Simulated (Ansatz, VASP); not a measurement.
# Si127C (amorphous Si): VASP beside Ansatz, part 2 of 2

Wanted: the spread between two codes on one cell, functional and k mesh. Of the first pair: The structure shown is the start of the Ansatz relaxation below; VASP solves that cell, so the two are compared at the walk's first step.

VASP 6.6.1 and Ansatz 0.2.0.

So far. Step 3 (VASP: single point, PBE, start cell, pair 1): The run ends at a pressure of 0.73 GPa, with forces up to 3.2 eV/Å.

## Step 6: VASP: single point, PBE, relaxed cell, pair 2

Level of this step: PBE; plane waves and PAW (Si, C) (VASP).

The same cell, functional, mesh and smearing now go to VASP, with its own data sets.

Contents of INCAR:

```
SYSTEM = Si127C
PREC = Accurate
ENCUT = 520
EDIFF = 1E-06
NELM = 120
ISMEAR = 0
SIGMA = 0.05
LREAL = Auto
ALGO = Normal
GGA = PE
NBANDS = 352
LORBIT = 11
LWAVE = .FALSE.
LCHARG = .FALSE.
ISIF = 2
LASPH = .TRUE.
GGA_COMPAT = .FALSE.
EFERMI = MIDGAP
NCORE = 4
```

Contents of POSCAR:

```
Si127C
1.0
   13.7050000000      0.0000000000      0.0000000000
    0.0000000000     13.7050000000      0.0000000000
    0.0000000000      0.0000000000     13.7050000000
Si C
127 1
Direct
    0.6641600000      0.0843000000      0.8419800000
    0.3051600000      0.3466000000      0.8793700000
[... 5 atom lines left out ...]
    0.7497200000      0.5002200000      0.9929300000
[... 2 atom lines left out ...]
    0.2637200000      0.1863400000      0.9506100000
[... 3 atom lines left out ...]
    0.8293500000      0.3661900000      0.2327500000
[... 1 atom line left out ...]
    0.5965600000      0.8623600000      0.9807600000
[... 2 atom lines left out ...]
    0.5045200000      0.8259100000      0.1154300000
[... 7 atom lines left out ...]
    0.3228500000      0.2225700000      0.6658500000
[... 4 atom lines left out ...]
    0.4049200000      0.2282800000      0.3516500000
[... 7 atom lines left out ...]
    0.5548200000      0.1419600000      0.2927500000
[... 2 atom lines left out ...]
    0.7520300000      0.0667600000      0.0601400000
[... 1 atom line left out ...]
    0.3807900000      0.9012900000      0.9240400000
[... 1 atom line left out ...]
    0.6919800000      0.4497200000      0.1514500000
    0.9156500000      0.2440400000      0.1480800000
[... 3 atom lines left out ...]
    0.5773800000      0.2667000000      0.7527000000
[... 1 atom line left out ...]
    0.4100600000      0.4602600000      0.6451600000
[... 3 atom lines left out ...]
    0.5858200000      0.1195000000      0.1008700000
[... 1 atom line left out ...]
    0.6693100000      0.1995400000      0.4199100000
[... 2 atom lines left out ...]
    0.7684900000      0.9731700000      0.9185600000
    0.3725600000      0.6184200000      0.9779100000
[... 3 atom lines left out ...]
    0.4230200000      0.3335000000      0.7561600000
[... 2 atom lines left out ...]
    0.6456000000      0.2422000000      0.9120300000
    0.0929200000      0.1569700000      0.9800900000
    0.2057300000      0.9414500000      0.0691800000
[... 2 atom lines left out ...]
    0.7859000000      0.3443100000      0.9284700000
[... 5 atom lines left out ...]
    0.4912300000      0.9810100000      0.3335900000
[... 1 atom line left out ...]
    0.2999200000      0.0401400000      0.8633900000
[... 1 atom line left out ...]
    0.2916500000      0.4277700000      0.1776100000
    0.6616000000      0.5778400000      0.8530000000
    0.1954000000      0.2854700000      0.2108100000
[... 1 atom line left out ...]
    0.4986500000      0.6437200000      0.8618200000
[... 1 atom line left out ...]
    0.7766400000      0.1331100000      0.7146600000
    0.2053200000      0.4366500000      0.7628000000
    0.8490500000      0.2008200000      0.9992100000
[... 6 atom lines left out ...]
    0.6848900000      0.3532100000      0.6464900000
[... 5 atom lines left out ...]
    0.1129300000      0.4284900000      0.0048800000
    0.3784000000      0.0594300000      0.7129000000
[... 2 atom lines left out ...]
    0.2850100000      0.4631200000      0.0060600000
    0.3347700000      0.0250700000      0.1430200000
[... 3 atom lines left out ...]
    0.5427900000      0.0998600000      0.7233500000
    0.5734800000      0.3235100000      0.1301100000
[... 2 atom lines left out ...]
    0.4143500000      0.3070200000      0.1975800000
[... 2 atom lines left out ...]
    0.4773800000      0.9844600000      0.0524600000
    0.3104500000      0.1920700000      0.1198100000
[... 2 atom lines left out ...]
    0.5843200000      0.2385800000      0.0323700000
```

Contents of KPOINTS:

```
Automatic mesh
0
Gamma
1 1 1
0 0 0
```

PAW data sets: Si and C (PBE family, release 64).

The run is started by

```console
mpirun -np 16 vasp_gam
```

Numbers of over 12 decimals in the logs are rounded to 6 here.

Log:

```text
[... set-up lines as in an earlier step ...]
 entering main loop
       N       E                     dE             d eps       ncg     rms          rms(c)
DAV:   1     0.250741269709E+04    0.25074E+04   -0.22220E+05   704   0.128E+03
DAV:   2    -0.352825048697E+03   -0.28602E+04   -0.26664E+04   896   0.215E+02
DAV:   3    -0.665821779963E+03   -0.31300E+03   -0.30246E+03   872   0.621E+01
DAV:   4    -0.677021482703E+03   -0.11200E+02   -0.11063E+02   888   0.136E+01
[...]
DAV:  16    -0.661205989330E+03   -0.24746E-04   -0.26519E-05   768   0.707E-03    0.572E-03
DAV:  17    -0.661205993484E+03   -0.41537E-05   -0.42892E-06   784   0.283E-03    0.249E-03
DAV:  18    -0.661205994457E+03   -0.97372E-06   -0.11927E-06   520   0.162E-03
   1 F= -.66120599E+03 E0= -.66120456E+03  d E =-.286027E-02
```

From OUTCAR (step 6):

```text
  FREE ENERGIE OF THE ION-ELECTRON SYSTEM (eV)
  ---------------------------------------------------
  free  energy   TOTEN  =      -661.2059944575 eV

  energy  without entropy=     -661.2031341863  energy(sigma->0) =     -661.20456432
```

The run ends at a pressure of 0.85 GPa, with forces up to 0.033 eV/Å.

## Step 7: Comparison

The two programs side by side:

```csv
quantity,Ansatz,VASP,difference
gap on the k mesh (eV),0.173,0.173,+0.001
```

At this near-relaxed geometry the largest component of a force difference is 8 meV/Å. A gap on the mesh is an upper bound, since the band edges may lie between its points.

## Step 8: Ansatz: relaxation, PBE

The two programs are compared at the cell with which this relaxation starts, whose forces are those of its first step.

The structure compared here is the start of the Ansatz relaxation; VASP solves that cell, so the two are compared at the walk's first step.

Contents of input.yaml:

```yaml
crystal:
  lattice:
    - [13.705, 0.0, 0.0]
    - [0.0, 13.705, 0.0]
    - [0.0, 0.0, 13.705]
  atoms:
    - { symbol: Si, position: [0.66107, 0.09088, 0.83922] }
    - { symbol: Si, position: [0.30813, 0.34331, 0.878] }
    - { symbol: Si, position: [0.93943, 0.68722, 0.55581] }
    - { symbol: Si, position: [0.68299, 0.59194, 0.53972] }
    - { symbol: Si, position: [0.92387, 0.64945, 0.84316] }
    - { symbol: Si, position: [0.19977, 0.74564, 0.77056] }
[... 5 atom lines left out ...]
    - { symbol: Si, position: [0.74663, 0.80051, 0.6894] }
    - { symbol: Si, position: [0.01671, 0.71491, 0.40884] }
    - { symbol: Si, position: [0.92647, 0.26737, 0.51745] }
    - { symbol: Si, position: [0.83535, 0.36911, 0.23234] }
    - { symbol: Si, position: [0.24495, 0.37319, 0.60129] }
[... 1 atom line left out ...]
    - { symbol: Si, position: [0.73836, 0.48387, 0.41731] }
[... 3 atom lines left out ...]
    - { symbol: Si, position: [0.89263, 0.38548, 0.80017] }
    - { symbol: Si, position: [0.71182, 0.51893, 0.69437] }
[... 2 atom lines left out ...]
    - { symbol: Si, position: [0.3312, 0.36911, 0.44122] }
    - { symbol: Si, position: [0.16105, 0.15254, 0.67715] }
[... 6 atom lines left out ...]
    - { symbol: Si, position: [0.85687, 0.74952, 0.07979] }
    - { symbol: Si, position: [0.91173, 0.48637, 0.44177] }
[... 1 atom line left out ...]
    - { symbol: Si, position: [0.90754, 0.11993, 0.26718] }
[... 1 atom line left out ...]
    - { symbol: Si, position: [0.51119, 0.24649, 0.01413] }
    - { symbol: Si, position: [0.16519, 0.5875, 0.55119] }
[... 6 atom lines left out ...]
    - { symbol: Si, position: [0.37498, 0.89372, 0.91705] }
[... 6 atom lines left out ...]
    - { symbol: Si, position: [0.5771, 0.26545, 0.7364] }
    - { symbol: Si, position: [0.13923, 0.22501, 0.36644] }
    - { symbol: Si, position: [0.40913, 0.45856, 0.64172] }
    - { symbol: Si, position: [0.97343, 0.47208, 0.23773] }
[... 4 atom lines left out ...]
    - { symbol: Si, position: [0.67107, 0.19951, 0.42061] }
[... 3 atom lines left out ...]
    - { symbol: Si, position: [0.37023, 0.61379, 0.97805] }
[... 1 atom line left out ...]
    - { symbol: Si, position: [0.73626, 0.86277, 0.27436] }
[... 9 atom lines left out ...]
    - { symbol: Si, position: [0.7813, 0.34805, 0.92593] }
[... 1 atom line left out ...]
    - { symbol: Si, position: [0.82956, 0.98652, 0.18888] }
[... 1 atom line left out ...]
    - { symbol: Si, position: [0.95625, 0.89089, 0.11425] }
[... 1 atom line left out ...]
    - { symbol: Si, position: [0.49164, 0.97337, 0.34089] }
[... 3 atom lines left out ...]
    - { symbol: Si, position: [0.29226, 0.42527, 0.17908] }
[... 5 atom lines left out ...]
    - { symbol: Si, position: [0.77465, 0.13378, 0.714] }
[... 1 atom line left out ...]
    - { symbol: Si, position: [0.84848, 0.2089, 0.99954] }
[... 5 atom lines left out ...]
    - { symbol: Si, position: [0.52709, 0.61723, 0.48159] }
[... 1 atom line left out ...]
    - { symbol: Si, position: [0.54181, 0.66836, 0.32111] }
[... 1 atom line left out ...]
    - { symbol: Si, position: [0.37394, 0.67071, 0.28551] }
    - { symbol: Si, position: [0.79678, 0.86233, 0.43061] }
[... 6 atom lines left out ...]
    - { symbol: Si, position: [0.35408, 0.02626, 0.13936] }
[... 4 atom lines left out ...]
    - { symbol: Si, position: [0.58456, 0.32854, 0.14665] }
    - { symbol: Si, position: [0.17252, 0.73724, 0.46073] }
[... 1 atom line left out ...]
    - { symbol: Si, position: [0.42381, 0.316, 0.20499] }
    - { symbol: Si, position: [0.07427, 0.17485, 0.52459] }
[... 3 atom lines left out ...]
    - { symbol: Si, position: [0.68231, 0.57604, 0.27211] }
    - { symbol: Si, position: [0.23956, 0.5667, 0.27145] }
kpoints:
  mp_grid: { grid: [1, 1, 1] }
hamiltonian:
  xc: pbe
scf:
  occupations: { method: gaussian, width: 0.05 }
output:
  forces: true
  eigenvalues: true
relax:
  f_tol: 0.05
  max_steps: 90
```

The run is started by

```console
ansatz run input.yaml --threads 4 --pin off --max-ram 8192MiB --backend cpu --events-out ev --progress --plain --runs-dir out
```

Log:

```text
[...]
Crystal: 128 atoms, lattice volume = 2574.169 Å³
Basis set: ecut = 420 eV, 50301 PW (Γ), exchange–correlation on 192×192×192 points (8 copies of the dense FFT grid, shifted against one another)
Bands: 384, of which v1, the nominal top of the filled ones, is band 256 counted from 1 (255 counted from 0)
Symmetry: 1 space group operations
[...]
k-points: 1
[...]
- { symbol: Si, position: [0.309658, 0.377640, 0.447446] }
    - { symbol: Si, position: [0.163048, 0.142862, 0.669568] }
    - { symbol: Si, position: [0.331206, 0.194343, 0.654894] }
    - { symbol: C, position: [0.952624, 0.553679, 0.590818] }
    - { symbol: Si, position: [0.299758, 0.113883, 0.391612] }
    - { symbol: Si, position: [0.115532, 0.668663, 0.186144] }
[...]
- { symbol: Si, position: [0.475297, 0.973268, 0.036305] }
    - { symbol: Si, position: [0.325847, 0.198016, 0.125938] }
    - { symbol: Si, position: [0.680865, 0.574963, 0.269264] }
    - { symbol: Si, position: [0.227280, 0.570721, 0.288843] }
```

## Step 9: VASP: single point, PBE, start cell, pair 3

The same cell, functional, mesh and smearing now go to VASP, with its own data sets.

INCAR is that of step 6.

Contents of POSCAR:

```
Si127C
1.0
   13.7050000000      0.0000000000      0.0000000000
    0.0000000000     13.7050000000      0.0000000000
    0.0000000000      0.0000000000     13.7050000000
Si C
127 1
Direct
    0.6610726012      0.0908792412      0.8392192630
    0.3081284203      0.3433126596      0.8780007297
    0.9394308646      0.6872236410      0.5558117475
    0.6829916089      0.5919372492      0.5397227289
    0.9238672018      0.6494491062      0.8431594309
    0.1997665086      0.7456402773      0.7705581904
[... 5 atom lines left out ...]
    0.7466326158      0.8005107625      0.6893980299
    0.0167092302      0.7149069683      0.4088434878
    0.9264720905      0.2673695731      0.5174534841
    0.8353520613      0.3691134622      0.2323385626
    0.2449470996      0.3731922656      0.6012914995
[... 1 atom line left out ...]
    0.7383582634      0.4838672018      0.4173075520
[... 3 atom lines left out ...]
    0.8926304269      0.3854797519      0.8001678220
    0.7118205035      0.5189273988      0.6943670193
[... 2 atom lines left out ...]
    0.3312002919      0.3691134622      0.4412185334
    0.1610507114      0.1525428676      0.6771470266
[... 6 atom lines left out ...]
    0.9117329442      0.4863699380      0.4417730755
    0.7767821963      0.7298577162      0.5367530099
[... 1 atom line left out ...]
    0.8965268150      0.6005764320      0.0030499818
[... 1 atom line left out ...]
    0.1651878876      0.5875009121      0.5511929953
    0.9903392922      0.8167311200      0.6512732579
[... 6 atom lines left out ...]
    0.0594527545      0.4015176943      0.8462677855
[... 6 atom lines left out ...]
    0.1392265596      0.2250127691      0.3664429040
    0.4091280555      0.4585625684      0.6417219993
    0.9734330536      0.4720831813      0.2377307552
    0.1938270704      0.4817365925      0.4135279095
[... 4 atom lines left out ...]
    0.8838015323      0.5337905874      0.7233199562
[... 3 atom lines left out ...]
    0.0479970814      0.3916964611      0.3716599781
[... 1 atom line left out ...]
    0.1165632981      0.8731120029      0.5520175119
[... 9 atom lines left out ...]
    0.0367967895      0.7726596133      0.8064866837
[... 1 atom line left out ...]
    0.0617219993      0.3539000365      0.5971105436
[... 1 atom line left out ...]
    0.9569792047      0.8694199197      0.3715286392
[... 1 atom line left out ...]
    0.0514483765      0.2602480846      0.7527763590
[... 3 atom lines left out ...]
    0.6611017877      0.5805399489      0.8530974097
[... 5 atom lines left out ...]
    0.2055089383      0.4353009850      0.7639328712
[... 1 atom line left out ...]
    0.7668369208      0.7154104341      0.8332798249
[... 5 atom lines left out ...]
    0.6874206494      0.3554396206      0.6396716527
[... 1 atom line left out ...]
    0.9212914995      0.6121488508      0.3195476104
[... 1 atom line left out ...]
    0.7967821963      0.8623276177      0.4306092667
    0.6305727837      0.3602918643      0.4756293324
[... 6 atom lines left out ...]
    0.2433418460      0.5941408245      0.7066180226
[... 4 atom lines left out ...]
    0.1725209777      0.7372418825      0.4607296607
    0.8424808464      0.2818971178      0.6695804451
[... 1 atom line left out ...]
    0.0742721634      0.1748485954      0.5245895659
    0.8318205035      0.2450273623      0.3663188617
[... 3 atom lines left out ...]
    0.2395622036      0.5666982853      0.2714483765
    0.9942575702      0.5252024808      0.5913024444
```

KPOINTS is that of step 6.

The run is started by

```console
mpirun -np 16 vasp_gam
```

Log:

```text
[... set-up lines as in an earlier step ...]
 entering main loop
       N       E                     dE             d eps       ncg     rms          rms(c)
DAV:   1     0.249651377629E+04    0.24965E+04   -0.22219E+05   704   0.128E+03
DAV:   2    -0.347351618283E+03   -0.28439E+04   -0.26543E+04   888   0.214E+02
DAV:   3    -0.660236096471E+03   -0.31288E+03   -0.30202E+03   872   0.618E+01
DAV:   4    -0.671648801504E+03   -0.11413E+02   -0.11239E+02   880   0.135E+01
[...]
DAV:  17    -0.658194245572E+03   -0.46049E-05   -0.91880E-06   864   0.446E-03    0.320E-03
DAV:  18    -0.658194247826E+03   -0.22543E-05   -0.35766E-06   736   0.255E-03    0.234E-03
DAV:  19    -0.658194248282E+03   -0.45564E-06   -0.59249E-07   520   0.123E-03
   1 F= -.65819425E+03 E0= -.65819283E+03  d E =-.283358E-02
```

Parts of OUTCAR (step 9):

```text
  FREE ENERGIE OF THE ION-ELECTRON SYSTEM (eV)
  ---------------------------------------------------
  free  energy   TOTEN  =      -658.1942482820 eV

  energy  without entropy=     -658.1914147052  energy(sigma->0) =     -658.19283149
```

The run ends at a pressure of 0.61 GPa, with forces up to 2.1 eV/Å.

## Step 10: Differences

Forces on 9 of the 128 atoms, those with the largest forces and the largest differences (eV/Å; atoms numbered as in POSCAR):

```csv
atom,"Ansatz x, y, z","VASP x, y, z"
Si3,"0.656, -1.697, 0.263","0.654, -1.687, 0.262"
Si14,"0.080, 0.177, 0.019","0.080, 0.173, 0.020"
Si15,"0.022, -0.004, 0.003","0.031, -0.004, -0.001"
Si34,"0.984, 0.373, 1.455","0.980, 0.373, 1.448"
Si38,"-0.007, -0.014, -0.004","0.002, -0.013, -0.001"
Si39,"-0.845, -0.374, 0.056","-0.836, -0.371, 0.053"
Si62,"1.296, 0.045, -1.625","1.294, 0.044, -1.617"
Si80,"-0.428, 0.901, -0.071","-0.427, 0.895, -0.069"
C128,"-1.511, 0.672, -0.364","-1.513, 0.672, -0.360"
```

The forces differ by 2.9 meV/Å r.m.s., which is 1.4 % of the r.m.s. force of 0.204 eV/Å (both taken over all components).

## Step 11: What came out

- r.m.s. force difference (single point, PBE, start cell, pair 1): 1.2 % of the r.m.s. force
- difference in gap on the k mesh (single point, PBE, relaxed cell, pair 2): 6.9e-4 eV
- r.m.s. force difference (single point, PBE, start cell, pair 3): 1.4 % of the r.m.s. force

The r.m.s. force difference is 1.4 % of the r.m.s. force (single point, PBE, start cell, pair 3), within the 3 % picked in this series as the mark of a large difference. 1 further run of this series is not shown here. How closely two codes agree says nothing of how well the functional describes the real material.

[Lines on the potential files, build, host, timing and source positions are cut from VASP's logs without a mark.]

[Logs are printed without paths, hosts, clocks, repeated set-up lines and the standing remarks that a program may print on its own settings, such as how far it seeks lower states.]

[Hosts, paths, dates, database ids (printed as entryN), source tags and the programs' standing remarks are cut or masked in the printed files.]
